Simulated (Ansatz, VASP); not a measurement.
**Two plane-wave programs on LiAlO**

The input INCAR:

```
SYSTEM = LiAlO
PREC = Accurate
ENCUT = 600
EDIFF = 1E-6
ISMEAR = 0
SIGMA = 0.1
LREAL = .FALSE.
LASPH = .TRUE.
NELM = 60
ALGO = Normal
ISIF = 3
LWAVE = .FALSE.
LCHARG = .FALSE.
GGA = PE
IBRION = 2
NSW = 90
EDIFFG = -0.04
```

File KPOINTS:

```
Automatic mesh
0
G
  6 6 4
  0 0 0
```

POSCAR

```
LiAlO
1.0
    3.4081903100      0.0000000000      0.0000000000
    0.0000000000      3.4081903100      0.0000000000
    0.0000000000      0.0000000000      6.5167049300
Li Al O
2 2 2
Direct
    0.5000000000      0.0000000000      0.6499999800
    0.0000000000      0.5000000000      0.3500000200
    0.0000000000      0.0000000000      0.0000000000
    0.5000000000      0.5000000000      0.0000000000
    0.5000000000      0.0000000000      0.2220000000
    0.0000000000      0.5000000000      0.7780000000
```

Input for Ansatz:

```yaml
crystal:
  lattice:
    - [3.40819031, 0.0, 0.0]
    - [0.0, 3.40819031, 0.0]
    - [0.0, 0.0, 6.51670493]
  atoms:
    - { symbol: Li, position: [0.5, 0.0, 0.64999998] }
    - { symbol: Li, position: [0.0, 0.5, 0.35000002] }
    - { symbol: Al, position: [0.0, 0.0, 0.0] }
    - { symbol: Al, position: [0.5, 0.5, 0.0] }
    - { symbol: O, position: [0.5, 0.0, 0.222] }
    - { symbol: O, position: [0.0, 0.5, 0.778] }
basis:
  ecutwfc: 420
kpoints:
  mp_grid: { grid: [6, 6, 4] }
hamiltonian:
  xc: pbe
scf:
  occupations: { method: gaussian, width: 0.1 }
  lower_state_search: "off"
output:
  forces: true
  stress: true
  eigenvalues: true
relax:
  adjacent_minimum: "off"
  f_tol: 0.04
  max_steps: 70
  cell: { stress_tol: 0.4 }
```

Change from the starting cell: species swapped into the PrTiGe type (P4/nmm, No. 129).

Alike in both runs: task relaxation of cell and atoms; functional PBE; k mesh 6 × 6 × 4; occupations gaussian, width 0.1 eV; no spin polarisation.

```csv
,VASP,Ansatz
version,VASP 6.6.1,Ansatz 0.2.0
potentials or method,"VASP PAW PBE potentials, release 64 (Li_sv, Al, O)","scalar-relativistic, plane waves, PAW"
plane-wave cutoff (eV),600,420
valence electrons in the cell,24,24
```

```csv
,VASP,Ansatz,Ansatz less VASP
"gap on the k mesh at the Fermi level, each at its own relaxed structure (eV)",none,none,-
relaxed volume (Å³/atom),11.63,11.69,+0.055
relaxed cell length with the largest relative difference (Å),5.889,5.908,+0.0188
energy change over the relaxation (meV/atom),-186,-184,+1.5
```

A gap of «none» marks a metal or a gap that the smearing closes.

Caveats: the cutoff is under 1.25 times the usual one of these potentials, so pressure, stress and relaxed cells hold a basis-set (Pulay) error (VASP).
